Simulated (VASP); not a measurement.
A run of VASP 6.6.1 is set up as follows.

Contents of INCAR:

```
SYSTEM = H6C2O
PREC     = Accurate       ! precision mode
ENCUT    = 520            ! plane-wave cutoff, eV
EDIFF    = 1E-7           ! SCF threshold, eV
ISMEAR   = -1             ! smearing method
SIGMA    = 0.02           ! smearing width, eV
LREAL    = Auto         
LASPH    = .TRUE.         ! aspherical terms in the spheres
NELM     = 60             ! most SCF steps
ALGO     = Normal         ! electronic algorithm
ISIF     = 2              ! what is computed and relaxed
LWAVE    = .FALSE.        ! write WAVECAR
LCHARG   = .FALSE.        ! write CHGCAR
GGA      = PE             ! functional
IVDW     = 12             ! dispersion correction
NBANDS   = 64             ! bands
```

Contents of KPOINTS:

```
regular mesh
0
G
  1 1 1
  0 0 0
```

The input POSCAR:

```
H6C2O
1.0
    7.2936330000      0.0000000000      0.0000000000
    0.0000000000      7.2936330000      0.0000000000
    0.0000000000      0.0000000000      7.2936330000
C O H
8 4 24
Direct
    0.3328009692      0.3001542425      0.6678559183
    0.3608043330      0.4352448429      0.8233104754
    0.9292024517      0.8878951448      1.0195221169
    0.8464151368      0.8392439362      0.8361888561
    0.8198730896      0.5171611036      0.4397804333
    0.8671885537      0.3583309119      0.3142510569
    0.2936309758      0.8632310733      0.3766952412
    0.4270593240      0.9176223245      0.2263403331
    0.2419567719      0.5899395913      0.7988715905
    0.6682833057      0.9268206412      0.8232037788
    0.7030537202      0.2546587051      0.2834160975
    0.4132990496      0.7958365910      0.0721754905
    0.2704728240      0.6721854428      0.9018890690
    0.3329022086      0.3684108649      0.9566583547
    0.5056962871      0.4802235585      0.8270491631
    0.4226758012      0.1810060703      0.6891365343
    0.1898156825      0.2525451704      0.6634466372
    0.3672707474      0.3609544833      0.5341729656
    0.6260216182      0.9170815959      0.6973021709
    0.9343839573      0.8869779035      0.7231461396
    0.8316019958      0.6896448528      0.8232687814
    1.0598101527      0.8162818217      1.0375975991
    0.9564219291      1.0358238214      1.0300292818
    0.8385324389      0.8459254685      1.1321661801
    0.7263963251      0.1679495814      0.1857578237
    0.9233089305      0.4098936551      0.1830374801
    0.9736094994      0.2709990149      0.3783869604
    0.9435639040      0.5957420290      0.4742635603
    0.7196396556      0.6082566634      0.3733961171
    0.7592761813      0.4659834752      0.5680930339
    0.5044239071      0.8391859423     -0.0184435276
    0.4015613732      1.0603520149      0.1826951573
    0.5684598794      0.9124295922      0.2811658362
    0.3074458982      0.9588717847      0.4925946686
    0.1510246962      0.8707648473      0.3291607035
    0.3193631260      0.7237695374      0.4275507210
```

Potentials or basis: VASP PAW PBE potentials, release 64 (C, O, H).

The run is started by

```bash
$ cat potpaw_PBE.64/C/POTCAR potpaw_PBE.64/O/POTCAR potpaw_PBE.64/H/POTCAR > POTCAR
$ mpirun -np 1 vasp_gam > vasp.out
```

Predict the pressure.

-0.3 GPa.

Estimate the band gap on the k mesh.

4.56 eV, direct.

Stress tensor (GPa, compression positive):
```
-0.20  0.05  0.13
 0.05 -0.23  0.26
 0.13  0.26 -0.52
```
